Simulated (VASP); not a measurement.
Calculation: HSE06 screened hybrid, VASP's PBE PAW potentials (set 64) (plane waves; VASP).

A VASP calculation is set up with these files.

File KPOINTS:
```
Automatic mesh
0
Gamma
1 1 1
0 0 0
```

POSCAR:
```
AlGa31As32
1.0
 11.5222104216   0.0000000000   0.0000000000
  0.0000000000  11.5222104216   0.0000000000
  0.0000000000   0.0000000000  11.5222104216
Ga As Al
31 32 1
Cartesian
  5.7613163426   0.0012779145   0.0016870152
  8.6418744672   2.8785204677   0.0031978178
  8.6414874592  11.5221328126   2.8809710322
 11.5219534337  11.5217945965  11.5219608874
  2.8823188024   2.8811319421   0.0018191254
  5.7601297750   5.7599128763   0.0018431515
  8.6414837859   8.6418219443  11.5219842706
  2.8820897167   0.0020048531   2.8819099160
  5.7680416195   2.8883750318   2.8886778389
  8.6415542212   5.7630840410   2.8838356622
  5.7603446262   0.0004958975   5.7601412546
  8.6403896886   2.8831783501   5.7612898922
  8.6416396607  11.5218140414   8.6409428388
 11.5214147289   5.7612674873   0.0025723289
  2.8790346129   8.6428197286   0.0028624109
  0.0006239162   2.8816128412   2.8812966510
  2.8855762972   5.7662648935   2.8852976037
  5.7615091380   8.6420337007   2.8823645433
 11.5208463405  11.5220330925   5.7616851260
  2.8842456282   2.8851962048   5.7664438161
  8.6347900661   8.6341910517   5.7681307392
  2.8803091261   0.0002818909   8.6413961963
  5.7607879444   2.8811368541   8.6427765814
  8.6444351759   5.7575918469   8.6464898038
  0.0004561620   8.6422420879   2.8806992728
  0.0004117554   5.7603971468   5.7598752321
  2.8823504044   8.6417728528   5.7595973544
  0.0015904695   2.8793072135   8.6414717463
  2.8739755191   5.7672575250   8.6486427046
  5.7613257724   8.6417295293   8.6434865385
 11.5208254461   8.6433091771   8.6408884552
  7.1994141825   1.4423127578   1.4438193801
 10.0811693598   4.3217059661   1.4417017142
 10.0814935626   1.4414107358   4.3221286342
  1.4402471308   1.4404695809   1.4402583972
  4.3225889672   4.3208222586   1.4442792707
  7.2013142065   7.2015103341   1.4402875426
 10.0817731847  10.0820641332   1.4402690829
  4.3220058858   1.4446466391   4.3219328315
  7.1961613784   4.3334662657   4.3330644632
 10.0810481139   7.2029953500   4.3236054958
  7.2011249070   1.4411733621   7.2016786851
 10.0833084547   4.3200999128   7.2019592763
 10.0821016081   1.4403527583  10.0820005548
  1.4408793717   7.1999873191   1.4419440436
  4.3214176689  10.0828837334   1.4411062959
  1.4430619146   4.3212912091   4.3215868575
  4.3275718554   7.1989712111   4.3278356472
  7.2028487391  10.0802463536   4.3232786660
  1.4412703054   1.4409639955   7.2004033297
  4.3225248035   4.3297486625   7.2043084269
  7.1951939125   7.1926151335   7.2030759133
 10.0793959960  10.0805300235   7.1996566444
  4.3215020103   1.4404913014  10.0821588458
  7.2010512489   4.3192978379  10.0841334197
 10.0833075445   7.2006291811  10.0831505348
  1.4405304942  10.0831931047   4.3218892510
  1.4389127171   7.2033093279   7.2005277845
  4.3210577519  10.0817983043   7.2020904014
  1.4384042592   4.3206102488  10.0846966679
  4.3209815497   7.2029002100  10.0849248688
  7.2003395174  10.0832120288  10.0827993032
  1.4402899992  10.0821235475  10.0818487082
  5.7555458895   5.7619280844   5.7702374475
```

INCAR:
```
# general
SYSTEM   = AlGa31As32
PREC     = Normal
ENCUT    = 400
LREAL    = Auto
LASPH    = .TRUE.
ISYM     = 0

# electronic loop
EDIFF    = 1E-5
NELM     = 50
NELMIN   = 4
ALGO     = Normal
LMAXMIX  = 4

# smearing
ISMEAR   = 0
SIGMA    = 0.05

# functional
GGA      = PE
LHFCALC  = .TRUE.
AEXX     = 0.25
HFSCREEN = 0.2
PRECFOCK = Fast

# ions
ISIF     = 0

# output
LWAVE    = .FALSE.
LCHARG   = .FALSE.
```

POTCAR, in this order: Ga As Al (PBE.64 set). Program: vasp_gam. Read from the step before: WAVECAR.

Output

### OUTCAR
```
 ion  position               nearest neighbor table
   1  0.500  0.000  0.000-  46 2.49  62 2.49  54 2.49  32 2.49
   2  0.750  0.250  0.000-  32 2.49  33 2.49  44 2.50  55 2.50
   3  0.750  1.000  0.250-  38 2.49  32 2.50  34 2.50  49 2.50
   4  1.000  1.000  1.000-  63 2.49  38 2.49  44 2.49  35 2.50
   5  0.250  0.250  0.000-  35 2.49  54 2.50  36 2.50  60 2.50
   6  0.500  0.500  0.000-  36 2.49  37 2.49  61 2.49  55 2.49
   7  0.750  0.750  1.000-  37 2.49  38 2.49  62 2.50  56 2.50
   8  0.250  0.000  0.250-  46 2.49  35 2.50  57 2.50  39 2.50
   9  0.501  0.251  0.251-  40 2.49  36 2.50  32 2.50  39 2.50
  10  0.750  0.500  0.250-  41 2.49  37 2.50  33 2.50  40 2.50
  11  0.500  0.000  0.500-  39 2.49  49 2.50  59 2.50  42 2.50
  12  0.750  0.250  0.500-  43 2.49  42 2.50  34 2.50  40 2.50
  13  0.750  1.000  0.750-  53 2.49  42 2.49  62 2.50  44 2.50
  14  1.000  0.500  0.000-  33 2.49  56 2.49  45 2.49  60 2.49
  15  0.250  0.750  0.000-  45 2.49  46 2.49  63 2.49  61 2.50
  16  0.000  0.250  0.250-  33 2.49  35 2.50  34 2.50  47 2.50
  17  0.250  0.500  0.250-  48 2.49  45 2.50  36 2.50  47 2.50
  18  0.500  0.750  0.250-  49 2.49  46 2.50  37 2.50  48 2.50
  19  1.000  1.000  0.500-  34 2.49  57 2.49  53 2.49  50 2.50
  20  0.250  0.250  0.500-  51 2.49  50 2.49  47 2.50  39 2.50
  21  0.749  0.749  0.501-  52 2.49  41 2.50  53 2.50  49 2.50
  22  0.250  0.000  0.750-  50 2.49  59 2.49  63 2.49  54 2.50
  23  0.500  0.250  0.750-  54 2.49  55 2.49  42 2.49  51 2.50
  24  0.750  0.500  0.750-  56 2.49  55 2.49  43 2.49  52 2.50
...
```

File OSZICAR:
```
       N       E                     dE             d eps       ncg     rms          rms(c)
DAV:   1    -0.313181446984E+03   -0.31318E+03   -0.22440E+01   322   0.125E+01    0.150E+01
DAV:   2    -0.313320777056E+03   -0.13933E+00   -0.60597E-01   378   0.121E+00    0.111E+01
DAV:   3    -0.313269031310E+03    0.51746E-01   -0.31067E-02   371   0.311E-01    0.692E+00
DAV:   4    -0.313249383588E+03    0.19648E-01   -0.13538E-02   372   0.192E-01    0.402E+00
DAV:   5    -0.313243189535E+03    0.61941E-02   -0.41356E-03   372   0.103E-01    0.231E+00
DAV:   6    -0.313241052963E+03    0.21366E-02   -0.92101E-04   364   0.547E-02    0.132E+00
DAV:   7    -0.313240311495E+03    0.74147E-03   -0.27685E-04   340   0.327E-02    0.744E-01
DAV:   8    -0.313240074680E+03    0.23682E-03   -0.10248E-04   348   0.204E-02    0.416E-01
DAV:   9    -0.313240006847E+03    0.67832E-04   -0.34433E-05   275   0.122E-02    0.231E-01
DAV:  10    -0.313239991856E+03    0.14991E-04   -0.12173E-05   179   0.770E-03    0.131E-01
DAV:  11    -0.313239991508E+03    0.34795E-06   -0.49331E-06   203   0.475E-03
   1 F= -.31323999E+03 E0= -.31323999E+03  d E =-.149075E-11
```

OUTCAR:
```
------------------------ aborting loop because EDIFF is reached ----------------------------------------
  volume of cell :     1529.70
      direct lattice vectors                 reciprocal lattice vectors
    11.522210422  0.000000000  0.000000000     0.086788903  0.000000000  0.000000000
     0.000000000 11.522210422  0.000000000     0.000000000  0.086788903  0.000000000
     0.000000000  0.000000000 11.522210422     0.000000000  0.000000000  0.086788903
  FREE ENERGIE OF THE ION-ELECTRON SYSTEM (eV)
  ---------------------------------------------------
  free  energy   TOTEN  =      -313.2399915083 eV

  energy  without entropy=     -313.2399915083  energy(sigma->0) =     -313.23999151

  exchange ACFDT corr.  =         0.00000000  see jH, gK, PRB 81, 115126
```
(Selected blocks of OUTCAR.)

OUTCAR:
```
 val. band max:        1.9095128319   @ k =   0.0000   0.0000   0.0000

 cond. band min:       2.9668567201   @ k =   0.0000   0.0000   0.0000


 Fermi energy:         2.1572012252

 k-point     1 :       0.0000    0.0000    0.0000
  band No.  band energies     occupation
      1     -11.5809      2.00000
      2     -10.6907      2.00000
      3     -10.6906      2.00000
      4     -10.6901      2.00000
      5     -10.6895      2.00000
      6     -10.6892      2.00000
      7     -10.6568      2.00000
      8     -10.0151      2.00000
      9     -10.0137      2.00000
     10     -10.0124      2.00000
     11     -10.0107      2.00000
     12     -10.0107      2.00000
     13     -10.0101      2.00000
     14     -10.0099      2.00000
     15     -10.0098      2.00000
     16     -10.0095      2.00000
     17     -10.0094      2.00000
     18     -10.0089      2.00000
     19      -9.9686      2.00000
     20      -9.9115      2.00000
     21      -9.9112      2.00000
     22      -9.9106      2.00000
     23      -9.8774      2.00000
     24      -9.1730      2.00000
     25      -9.1725      2.00000
     26      -9.1722      2.00000
     27      -9.1363      2.00000
     28      -9.1354      2.00000
     29      -9.1349      2.00000
     30      -9.1310      2.00000
     31      -9.1307      2.00000
     32      -9.1307      2.00000
     33      -5.1965      2.00000
     34      -5.1959      2.00000
     35      -5.1635      2.00000
     36      -4.9970      2.00000
     37      -4.9967      2.00000
     38      -4.9958      2.00000
     39      -4.9952      2.00000
     40      -4.9949      2.00000
     41      -4.9638      2.00000
     42      -4.9519      2.00000
     43      -4.9509      2.00000
     44      -4.9498      2.00000
     45      -4.7661      2.00000
     46      -3.9843      2.00000
     47      -3.9824      2.00000
     48      -3.9817      2.00000
     49      -3.9723      2.00000
     50      -3.9715      2.00000
     51      -3.9710      2.00000
...
```

The supercell is sampled at Γ alone, which is coarse: total energies, pressure and levels can be off, energies of defects by several tenths of an eV.

The cell is a supercell with a defect, built from GaAs (zinc blende): Al_Ga. The cell's shape comes from a PBE relaxation. The run is not spin-polarised, so no state with unpaired spins was tried.
